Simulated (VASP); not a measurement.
Computed with PBEsol GGA, VASP's PBE PAW potentials (set 64) (plane waves; VASP).

VASP input:

### INCAR
```
! general
SYSTEM  = NbSi2
PREC    = Accurate
ENCUT   = 400
LREAL   = F
LASPH   = T

! electronic loop
EDIFF   = 1E-6
NELM    = 100
ALGO    = Normal
LMAXMIX = 4

! smearing
ISMEAR  = 1
SIGMA   = 0.1

! functional
GGA     = PS

! ions
IBRION  = 2
NSW     = 60
ISIF    = 3
EDIFFG  = -0.02

! output
LWAVE   = F
LCHARG  = F
```

**POSCAR**
```
NbSi2
1
    0.0000000000     2.9864829314     2.9864829314
    2.9864829314     0.0000000000     2.9864829314
    2.9864829314     2.9864829314     0.0000000000
Nb Si
1 2
Direct
  0.0000000000   0.0000000000   0.0000000000
  0.2500000000   0.2500000000   0.2500000000
  0.7500000000   0.7500000000   0.7500000000
```

**KPOINTS**
```
Regular mesh
0
gamma
8 8 8
0 0 0
```

POTCAR, in this order: Nb_sv Si (PBE.64 set). Program: vasp_std.

Output

OSZICAR:
```
       N       E                     dE             d eps       ncg     rms          rms(c)
DAV:   1     0.115256469880E+03    0.11526E+03   -0.89771E+03   812   0.112E+03
DAV:   2    -0.149297312991E+02   -0.13019E+03   -0.12860E+03  1064   0.350E+02
DAV:   3    -0.218923356677E+02   -0.69626E+01   -0.67744E+01  1458   0.613E+01
DAV:   4    -0.220940470463E+02   -0.20171E+00   -0.19846E+00  1064   0.104E+01
DAV:   5    -0.221059716682E+02   -0.11925E-01   -0.11919E-01  1414   0.224E+00    0.925E+00
DAV:   6    -0.215592947746E+02    0.54668E+00   -0.47864E+00  1370   0.153E+01    0.373E+00
DAV:   7    -0.215055500527E+02    0.53745E-01   -0.46620E-01  1218   0.452E+00    0.252E+00
DAV:   8    -0.214915903763E+02    0.13960E-01   -0.45864E-02  1210   0.232E+00    0.311E-01
DAV:   9    -0.214917651508E+02   -0.17477E-03   -0.58047E-03  1284   0.602E-01    0.206E-01
DAV:  10    -0.214918536651E+02   -0.88514E-04   -0.40632E-04  1042   0.223E-01    0.349E-02
DAV:  11    -0.214918488486E+02    0.48164E-05   -0.16930E-04  1286   0.107E-01    0.112E-02
DAV:  12    -0.214918459664E+02    0.28822E-05   -0.28937E-05  1152   0.316E-02    0.541E-03
DAV:  13    -0.214918459160E+02    0.50378E-07   -0.81251E-07   604   0.853E-03
   1 F= -.21491846E+02 E0= -.21491304E+02  d E =-.214918E+02
       N       E                     dE             d eps       ncg     rms          rms(c)
DAV:   1    -0.214945458383E+02   -0.26999E-02   -0.78713E-02  1022   0.382E+00    0.405E-01
DAV:   2    -0.214924147848E+02    0.21311E-02   -0.20705E-02  1248   0.140E+00    0.153E-01
DAV:   3    -0.214919316379E+02    0.48315E-03   -0.14519E-03  1056   0.212E-01    0.716E-02
DAV:   4    -0.214918577322E+02    0.73906E-04   -0.92703E-04  1378   0.236E-01    0.522E-02
DAV:   5    -0.214918682212E+02   -0.10489E-04   -0.35106E-05   914   0.562E-02    0.352E-02
DAV:   6    -0.214918904321E+02   -0.22211E-04   -0.28208E-05  1238   0.538E-02    0.673E-03
DAV:   7    -0.214918901374E+02    0.29468E-06   -0.14437E-05  1290   0.214E-02    0.190E-03
DAV:   8    -0.214918901426E+02   -0.51671E-08   -0.37824E-07   470   0.523E-03
   2 F= -.21491890E+02 E0= -.21491317E+02  d E =-.442266E-04
       N       E                     dE             d eps       ncg     rms          rms(c)
DAV:   1    -0.214924310718E+02   -0.54093E-03   -0.14482E-02  1022   0.164E+00    0.174E-01
DAV:   2    -0.214920338250E+02    0.39725E-03   -0.36797E-03  1234   0.593E-01    0.648E-02
DAV:   3    -0.214919478039E+02    0.86021E-04   -0.25242E-04  1066   0.892E-02    0.295E-02
DAV:   4    -0.214919357989E+02    0.12005E-04   -0.15901E-04  1386   0.992E-02    0.222E-02
DAV:   5    -0.214919388008E+02   -0.30019E-05   -0.60514E-06   872   0.233E-02    0.153E-02
DAV:   6    -0.214919462645E+02   -0.74637E-05   -0.50871E-06  1096   0.231E-02    0.326E-03
DAV:   7    -0.214919465842E+02   -0.31975E-06   -0.31889E-06   888   0.103E-02
   3 F= -.21491947E+02 E0= -.21491388E+02  d E =-.100668E-03
```

OUTCAR:
```
------------------------ aborting loop because EDIFF is reached ----------------------------------------
  FORCE on cell =-STRESS in cart. coord.  units (eV):
  Direction    XX          YY          ZZ          XY          YZ          ZX
  --------------------------------------------------------------------------------------
  Total        0.0009494      0.0009494      0.0009494      0.0000000      0.0000000     -0.0000000
  in kB        0.0284865      0.0284865      0.0284865      0.0000000      0.0000000     -0.0000000
  external PRESSURE =       0.0284865 kB  Pullay stress =       0.0000000 kB
  volume of cell :       53.40
      direct lattice vectors                 reciprocal lattice vectors
    -0.000000000  2.988797588  2.988797588    -0.167291356  0.167291356  0.167291356
     2.988797588 -0.000000000  2.988797588     0.167291356 -0.167291356  0.167291356
     2.988797588  2.988797588 -0.000000000     0.167291356  0.167291356 -0.167291356
 POSITION                                       TOTAL-FORCE (eV/Angst)
 -----------------------------------------------------------------------------------
      0.00000      0.00000      0.00000         0.000000     -0.000000     -0.000000
      1.49440      1.49440      1.49440        -0.000000     -0.000000     -0.000000
      4.48320      4.48320      4.48320         0.000000      0.000000      0.000000
 -----------------------------------------------------------------------------------
    total drift:                               -0.000000     -0.000000      0.000000
  FREE ENERGIE OF THE ION-ELECTRON SYSTEM (eV)
  ---------------------------------------------------
  free  energy   TOTEN  =       -21.4919465842 eV

  energy  without entropy=      -21.4902706478  energy(sigma->0) =      -21.49138794

 reached required accuracy - stopping structural energy minimisation
```
(Selected blocks of OUTCAR.)

### CONTCAR
```
NbSi2
   1.00000000000000
    -0.0000000000000000    2.9887975878733375    2.9887975878733375
     2.9887975878733375   -0.0000000000000000    2.9887975878733375
     2.9887975878733375    2.9887975878733375   -0.0000000000000000
  Nb              Si
     1     2
Direct
     0.0000000000000000    0.0000000000000000    0.0000000000000000
     0.2500000000000000    0.2500000000000000    0.2500000000000000
     0.7500000000000000    0.7500000000000000    0.7500000000000000
```

The structure was generated: NbSi2 was put into the fluorite type (Fm-3m), which need not be its known phase. This run relaxes it. Symmetry was kept, so distortions that lower it aren't found. The start is the result of an earlier pass. The electron count is odd and the run is not spin-polarised, which forces a metal.
